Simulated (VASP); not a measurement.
# VMoS3 (Pm-3m) in VASP: relaxation of cell and atoms with PBE

Aim: the relaxation of cell and atoms of VMoS3 with PBE.

All numbers are computed with VASP 6.6.1; they aren't measurements. Logs are shortened: lines on timing, memory, paths and dates and some standing lists are left out, and cuts for length are marked.

**1. The crystal as given**

The structure is cubic, space group Pm-3m (No. 221). Conventional cell: a = 4.725 Å, b = 4.725 Å, c = 4.725 Å, α = 90.00°, β = 90.00°, γ = 90.00°. V (site symmetry m-3m) is surrounded by 12 S at 3.34 Å. Around Mo (site symmetry m-3m) lie 6 S at 2.36 Å. S (site symmetry 4/mmm) has 2 Mo at 2.36 Å as nearest neighbours.

The cell was built by a generator and needn't be a form met in nature.

**2. Relaxation of cell and atoms, PBE, collinear spin, ferromagnetic start**

INCAR reads:

```
SYSTEM = VMoS3
ALGO = Fast ; EDIFF = 1E-4
EDIFFG = -0.08 ; ENCUT = 520
GGA = PE ; IBRION = 2
ISIF = 3 ; ISMEAR = 0
ISPIN = 2 ; LASPH = .TRUE.
LCHARG = .FALSE. ; LMAXMIX = 4
LORBIT = 11 ; LREAL = .FALSE.
LWAVE = .FALSE. ; MAGMOM = 2 1 0 0 0
NELM = 60 ; NSW = 24
PREC = Normal ; SIGMA = 0.15
```

KPOINTS reads:

```
k-points
0
G
  3 3 3
  0 0 0
```

POSCAR reads:

```
VMoS3
1.0
    4.7249307800      0.0000000000      0.0000000000
    0.0000000000      4.7249307800      0.0000000000
    0.0000000000      0.0000000000      4.7249307800
V Mo S
1 1 3
Direct
    0.0000000000      0.0000000000      0.0000000000
    0.5000000000      0.5000000000      0.5000000000
    0.0000000000      0.5000000000      0.5000000000
    0.5000000000      0.0000000000      0.5000000000
    0.5000000000      0.5000000000      0.0000000000
```

Potentials or basis: VASP PAW PBE potentials, release 64 (V_sv, Mo_sv, S).

Run with:

```console
> cat potpaw_PBE.64/V_sv/POTCAR potpaw_PBE.64/Mo_sv/POTCAR potpaw_PBE.64/S/POTCAR > POTCAR
> mpirun -np 1 vasp_std > vasp.out
```

OUTCAR:

```text
SYSTEM = VMoS3
   EDIFF = 1E-4
   EDIFFG = -0.08
   ENCUT = 520
   GGA = PE
   IBRION = 2
   ISIF = 3
   ISMEAR = 0
   ISPIN = 2
   LASPH = .TRUE.
   LORBIT = 11
   LREAL = .FALSE.
   NELM = 60
   NSW = 24
   PREC = Normal

 ion  position               nearest neighbor table
   1  0.000  0.000  0.000-
   2  0.500  0.500  0.500-   3 2.36   4 2.36   5 2.36   5 2.36   4 2.36   3 2.36
   3  0.000  0.500  0.500-   2 2.36   2 2.36
   4  0.500  0.000  0.500-   2 2.36   2 2.36
   5  0.500  0.500  0.000-   2 2.36   2 2.36

  LATTYP: Found a simple cubic cell.
 ALAT       =     4.7249307800

  Lattice vectors:

 A1 = (   4.7249307800,   0.0000000000,   0.0000000000)
 A2 = (   0.0000000000,   4.7249307800,   0.0000000000)
 A3 = (   0.0000000000,   0.0000000000,   4.7249307800)

Analysis of symmetry for initial positions (statically):
=====================================================================
 Subroutine PRICEL returns:
 Original cell was already a primitive cell.

 Routine SETGRP: Setting up the symmetry group for a
 simple cubic supercell.

 Subroutine GETGRP returns: Found 48 space group operations
 (whereof 48 operations were pure point group operations)
 out of a pool of 48 trial point group operations.

The static configuration has the point symmetry O_h .

Analysis of symmetry for dynamics (positions and initial velocities):
=====================================================================
 Subroutine PRICEL returns:
 Original cell was already a primitive cell.

 Routine SETGRP: Setting up the symmetry group for a
 simple cubic supercell.

 Subroutine GETGRP returns: Found 48 space group operations
 (whereof 48 operations were pure point group operations)
 out of a pool of 48 trial point group operations.

The dynamic configuration has the point symmetry O_h .

Analysis of structural, dynamic, and magnetic symmetry:
=====================================================================
 Subroutine PRICEL returns:
 Original cell was already a primitive cell.

 Routine SETGRP: Setting up the symmetry group for a
 simple cubic supercell.

 Subroutine GETGRP returns: Found 48 space group operations
 (whereof 48 operations were pure point group operations)
 out of a pool of 48 trial point group operations.

The overall configuration has the point symmetry O_h .

 Subroutine INISYM returns: Found 48 space group operations
 (whereof 48 operations are pure point group operations),
 and found     1 'primitive' translations

----------------------------------------------------------------------------------------

                                     Primitive cell

  volume of cell :     105.4839

  direct lattice vectors                    reciprocal lattice vectors
     4.724930780  0.000000000  0.000000000     0.211643312  0.000000000  0.000000000
     0.000000000  4.724930780  0.000000000     0.000000000  0.211643312  0.000000000
     0.000000000  0.000000000  4.724930780     0.000000000  0.000000000  0.211643312

  length of vectors
     4.724930780  4.724930780  4.724930780     0.211643312  0.211643312  0.211643312

  position of ions in fractional coordinates (direct lattice)
     0.000000000  0.000000000  0.000000000
     0.500000000  0.500000000  0.500000000
     0.000000000  0.500000000  0.500000000
     0.500000000  0.000000000  0.500000000
     0.500000000  0.500000000  0.000000000

  ion indices of the primitive-cell ions
   primitive index   ion index
                 1           1
                 2           2
                 3           3
                 4           4
                 5           5

----------------------------------------------------------------------------------------

 KPOINTS: k-points

Automatic generation of k-mesh.
 Grid dimensions read from file:
 generate k-points for:    3    3    3

 Generating k-lattice:

  Cartesian coordinates                     Fractional coordinates (reciprocal lattice)
     0.070547771  0.000000000  0.000000000     0.333333333  0.000000000  0.000000000
     0.000000000  0.070547771  0.000000000     0.000000000  0.333333333  0.000000000
     0.000000000  0.000000000  0.070547771     0.000000000  0.000000000  0.333333333

  Length of vectors
     0.070547771  0.070547771  0.070547771

  Shift w.r.t. Gamma in fractional coordinates (k-lattice)
     0.000000000  0.000000000  0.000000000

 Subroutine IBZKPT returns following result:
 ===========================================

 Found      4 irreducible k-points:

 Following reciprocal coordinates:
            Coordinates               Weight
  0.000000  0.000000  0.000000      1.000000
  0.333333  0.000000  0.000000      6.000000
  0.333333  0.333333  0.000000     12.000000
  0.333333  0.333333  0.333333      8.000000
   k-points           NKPTS =      4   k-points in BZ     NKDIM =      4   number of bands    NBANDS=     29
   number of dos      NEDOS =    301   number of ions     NIONS =      5
   total plane-waves  NPLWV =  21952
   dimension x,y,z NGX =    28 NGY =   28 NGZ =   28
   dimension x,y,z NGXF=    56 NGYF=   56 NGZF=   56
   ions per type =               1   1   3
   NGX,Y,Z   is equivalent  to a cutoff of   9.85,  9.85,  9.85 a.u.
   NGXF,Y,Z  is equivalent  to a cutoff of  19.70, 19.70, 19.70 a.u.
 SYSTEM =  VMoS3
   PREC   = normal    normal or accurate (medium, high low for compatibility)
   ISTART =      0    job   : 0-new  1-cont  2-samecut
   ICHARG =      2    charge: 1-file 2-atom 10-const
   ISPIN  =      2    spin polarized calculation?
   LNONCOLLINEAR =      F non collinear calculations
   LSORBIT =      F    spin-orbit coupling
   LASPH  =      T    aspherical Exc in radial PAW
   ENCUT  =  520.0 eV  38.22 Ry    6.18 a.u.   8.79  8.79  8.79*2*pi/ulx,y,z
   NELM   =     60;   NELMIN=  2; NELMDL= -5     # of ELM steps
   EDIFF  = 0.1E-03   stopping-criterion for ELM
   LREAL  =      F    real-space projection
   EDIFFG = -.8E-01   stopping-criterion for IOM
   NSW    =     24    number of steps for IOM
   IBRION =      2    ionic relax: 0-MD 1-quasi-New 2-CG
   NFREE  =      1    steps in history (QN), initial steepest desc. (CG)
   ISIF   =      3    stress and relaxation
   ISYM   =      2    0-nonsym 1-usesym 2-fastsym
   POTIM  = 0.5000    time-step for ionic-motion
   TEBEG  =    0.0;   TEEND  =   0.0 temperature during run
   PSTRESS=    0.0 pullay stress
   NELECT =      45.0000    total number of electrons
   NUPDOWN=      -1.0000    fix difference up-down
   EMIN   =  10.00;   EMAX   =-10.00  energy-range for DOS
   EFERMI =   0.00;   METHOD = LEGACY
   ISMEAR =     0;   SIGMA  =   0.15  broadening in eV -4-tet -1-fermi 0-gaus
   EFERMI_NEDOS =   21; number of points for ismear=-14 and -15
   IALGO  =     68    algorithm
   IMIX   =      4    mixing-type and parameters
     AMIX     =   0.40;   BMIX     =  1.00
     AMIX_MAG =   1.60;   BMIX_MAG =  1.00
  volume/ion in A,a.u.               =      21.10       142.37
  Fermi-wavevector in a.u.,A,eV,Ry     =   1.232396  2.328890 20.664521  1.518799
  Thomas-Fermi vector in A             =   2.367168
   LORBIT       =     11    0 simple, 1 ext, 2 COOP (PROOUT), +10 PAW based schemes
   GGA     = PE    functional components
   LHFCALC =     F    Hartree Fock is set to
   AEXX    =    0.0000 exact exchange contribution
   IVDW    =     0    specifies the selected vdW correction
   LEPSILON=     F    determine dielectric tensor
   LRPA    =     F    only Hartree local field effects (RPA)
 conjugate gradient relaxation of ions
 spin polarized calculation
 RMM-DIIS sequential band-by-band and
 Gauss-broadening in eV      SIGMA  =   0.15
  energy-cutoff  :      520.00
  volume of cell :      105.48
 maximum number of plane-waves:      2897
   NGX = 17   NGY = 17   NGZ = 17

--------------------------------------- Ionic step        1  -------------------------------------------

 number of electron      44.9999921 magnetization       4.3342754

 Free energy of the ion-electron system (eV)
  ---------------------------------------------------
  ext. energy  EPLUGINS =         0.00000000
  ---------------------------------------------------
  free energy    TOTEN  =       -30.64048220 eV

  energy without entropy =      -30.57564707  energy(sigma->0) =      -30.60806463

 E-fermi :   5.8079     XC(G=0):  -9.9630

 val. band max:        5.7932525631   @ k =   0.3333   0.3333   0.0000
 cond. band min:       5.8322918131   @ k =   0.3333   0.3333   0.3333
 fundamental gap:      0.0390392499
 Fermi energy:         5.8078806766

 spin component 1

 k-point     1 :       0.0000    0.0000    0.0000
  band No.  band energies     occupation
      1     -59.3251      1.00000
      2     -56.6113      1.00000
      3     -33.2181      1.00000
      4     -33.2181      1.00000
      5     -33.2181      1.00000
      6     -30.7537      1.00000
[... 21 lines left out ...]
     28       5.8633      0.30062
     29       5.9978      0.03671
[... 325 lines left out ...]
 POSITION                                       TOTAL-FORCE (eV/Angst)
 -----------------------------------------------------------------------------------
      0.00000      0.00000      0.00000        -0.000000     -0.000000     -0.000000
      2.34004      2.34004      2.34004         0.000000      0.000000      0.000000
      0.00000      2.34004      2.34004        -0.000000      0.000000     -0.000000
      2.34004      0.00000      2.34004        -0.000000      0.000000     -0.000000
      2.34004      2.34004     -0.00000         0.000000     -0.000000     -0.000000
 -----------------------------------------------------------------------------------
    total drift:                                0.000000      0.000000      0.000000

  FREE ENERGIE OF THE ION-ELECTRON SYSTEM (eV)
  ---------------------------------------------------
  free  energy   TOTEN  =       -30.6703995293 eV

  energy  without entropy=      -30.6009769389  energy(sigma->0) =      -30.63568823

--------------------------------------- Ionic step        4  -------------------------------------------

 number of electron      44.9999947 magnetization       4.3335154

 Free energy of the ion-electron system (eV)
  ---------------------------------------------------
  ext. energy  EPLUGINS =         0.00000000
  ---------------------------------------------------
  free energy    TOTEN  =       -30.67193033 eV

  energy without entropy =      -30.60223621  energy(sigma->0) =      -30.63708327

 E-fermi :   6.0319     XC(G=0): -10.0522

 val. band max:        5.9400547832   @ k =   0.3333   0.0000   0.0000
 cond. band min:       6.0565415274   @ k =   0.3333   0.3333   0.3333
 fundamental gap:      0.1164867442
 Fermi energy:         6.0318622957

 spin component 1

 k-point     1 :       0.0000    0.0000    0.0000
  band No.  band energies     occupation
      1     -59.0955      1.00000
      2     -56.3848      1.00000
      3     -32.9804      1.00000
      4     -32.9804      1.00000
      5     -32.9804      1.00000
      6     -30.5321      1.00000
[... 21 lines left out ...]
     28       5.9322      0.82635
     29       6.2719      0.01182
[... 238 lines left out ...]
 VOLUME and BASIS-vectors are now :
 -----------------------------------------------------------------------------
  energy-cutoff  :      520.00
  volume of cell :      103.43
      direct lattice vectors                 reciprocal lattice vectors
     4.694119092  0.000000000 -0.000000000     0.213032516 -0.000000000 -0.000000000
     0.000000000  4.694119092 -0.000000000    -0.000000000  0.213032516 -0.000000000
     0.000000000  0.000000000  4.694119092     0.000000000  0.000000000  0.213032516

 POSITION                                       TOTAL-FORCE (eV/Angst)
 -----------------------------------------------------------------------------------
      0.00000      0.00000      0.00000        -0.000000     -0.000000      0.000000
      2.34706      2.34706      2.34706         0.000000      0.000000      0.000000
      0.00000      2.34706      2.34706        -0.000000     -0.000000      0.000000
      2.34706      0.00000      2.34706        -0.000000     -0.000000      0.000000
      2.34706      2.34706     -0.00000         0.000000     -0.000000      0.000000
 -----------------------------------------------------------------------------------
    total drift:                                0.000000      0.000000      0.000000

  FREE ENERGIE OF THE ION-ELECTRON SYSTEM (eV)
  ---------------------------------------------------
  free  energy   TOTEN  =       -30.6719303277 eV

  energy  without entropy=      -30.6022362072  energy(sigma->0) =      -30.63708327

 reached required accuracy - stopping structural energy minimisation

 total charge

# of ion       s       p       d       tot
------------------------------------------
    1        2.101   5.991   3.078  11.170
    2        2.286   6.231   3.859  12.376
    3        1.344   2.382   0.000   3.725
    4        1.344   2.382   0.000   3.725
    5        1.344   2.382   0.000   3.725
--------------------------------------------------
tot          8.418  19.367   6.936  34.721

 magnetization (x)

# of ion       s       p       d       tot
------------------------------------------
    1        0.064   0.011   2.943   3.018
    2        0.012   0.010   0.915   0.937
    3        0.002  -0.087   0.000  -0.085
    4        0.002  -0.087   0.000  -0.085
    5        0.002  -0.087   0.000  -0.085
--------------------------------------------------
tot          0.082  -0.239   3.858   3.701
```

It took 33 s on 1 thread of Intel Xeon 6975P-C (Granite Rapids), shared host; peak memory 0.19 GiB.

What came out:

```yaml
Free_energy: -30.6719 eV
Relaxed_volume: 20.69 Å³/atom
Relaxed_cell: a = 4.694 Å, b = 4.694 Å, c = 4.694 Å, α = 90.00°, β = 90.00°, γ = 90.00°
Space_group_after_relaxing_to_0.05_Å: Pm-3m (No. 221)
Energy_gained_by_relaxing: 6.3 meV/atom
Ionic_steps: 4
Pressure_after_relaxing: 0.1 GPa
Band_gap_on_the_k_mesh: none (metal or under the smearing width)
Net_moment: 4.33 μB per cell
Site_moments: V +3.02; Mo +0.94; S -0.09 μB
Valence_electrons_inside_the_program's_atomic_spheres: V 11.17; Mo 12.38; S 3.73
```

Step by step:
| step | energy change (eV) | largest force (eV/Å) | pressure (GPa) | volume (Å³) |
| --- | --- | --- | --- | --- |
| 1 | 0.0000 | 0.0000 | -1.80 | 105.48 |
| 2 | -0.0263 | 0.0000 | 1.32 | 101.92 |
| 3 | -0.0299 | 0.0000 | 0.84 | 102.51 |
| 4 | -0.0314 | 0.0000 | 0.06 | 103.43 |

Final structure:
```
V Mo S
1.0
     4.69412    0.00000    0.00000
     0.00000    4.69412    0.00000
     0.00000    0.00000    4.69412
V Mo S
1 1 3
Direct
  0.00000 0.00000 0.00000
  0.50000 0.50000 0.50000
  0.00000 0.50000 0.50000
  0.50000 0.00000 0.50000
  0.50000 0.50000 0.00000
```

Caveat: the k mesh is coarse (spacing up to 0.44 Å⁻¹), so the values aren't converged; the relaxation stopped at a loose force limit of 0.08 eV/Å, so its end isn't a converged minimum. With open d or f shells a metallic result of PBE can be an artefact of self-interaction; +U or a hybrid may open a gap.
